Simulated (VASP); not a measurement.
A VASP calculation is set up with these files.

**INCAR**
```
SYSTEM = MoSe2
PREC = Accurate; ENCUT = 400; LREAL = F
LASPH = T
EDIFF = 1E-6; NELM = 100; ALGO = Normal
LMAXMIX = 4
ISMEAR = 0; SIGMA = 0.05
GGA = PE
LWAVE = F; LCHARG = T
```

File KPOINTS:
```
Automatic
0
gamma
  7 7 7
0 0 0
```

File POSCAR:
```
MoSe2
1
    1.6598818529     0.9583333732     7.0737501045
   -1.6598818529     0.9583333732     7.0737501045
    0.0000000000    -1.9166667463     7.0737501045
Mo Se
1 2
Direct
  0.6667881352   0.6667881352   0.6667881352
  0.4121669724   0.4121669724   0.4121669724
  0.2547148923   0.2547148923   0.2547148923
```

POTCAR, in this order: Mo_sv Se (PBE.64 set). Program: vasp_std.

**Question.** Write an equivalent input for Quantum ESPRESSO's pw.x.

**Answer.** One equivalent input (not run):
```
&CONTROL
  calculation = 'scf'
  pseudo_dir = './pseudo'
  outdir = './out'
  tprnfor = .true.
  tstress = .true.
/
&SYSTEM
  ibrav = 0
  nat = 3
  ntyp = 2
  ecutwfc = 86
  occupations = 'smearing'
  smearing = 'gaussian'
  degauss = 0.003675
  input_dft = 'pbe'
/
&ELECTRONS
  conv_thr = 7.3e-08
  electron_maxstep = 100
/
ATOMIC_SPECIES
  Mo 95.950 Mo.upf
  Se 78.971 Se.upf
CELL_PARAMETERS angstrom
     1.6598819    0.9583334    7.0737501
    -1.6598819    0.9583334    7.0737501
     0.0000000   -1.9166667    7.0737501
ATOMIC_POSITIONS crystal
  Mo   0.6667881  0.6667881  0.6667881
  Se   0.4121670  0.4121670  0.4121670
  Se   0.2547149  0.2547149  0.2547149
K_POINTS automatic
  7 7 7 0 0 0
```
The two are equivalent in intent, not identical: the potentials are each code's own (VASP's PAW set, PseudoDojo norm-conserving files in pw.x), so ENCUT and ecutwfc are chosen apart and not converted; conv_thr bounds pw.x's estimated SCF error, while EDIFF bounds the energy change between steps.

The structure comes from a computed database's MoSe2 entry (R3m); how it stands against other phases isn't given here. It was relaxed first.
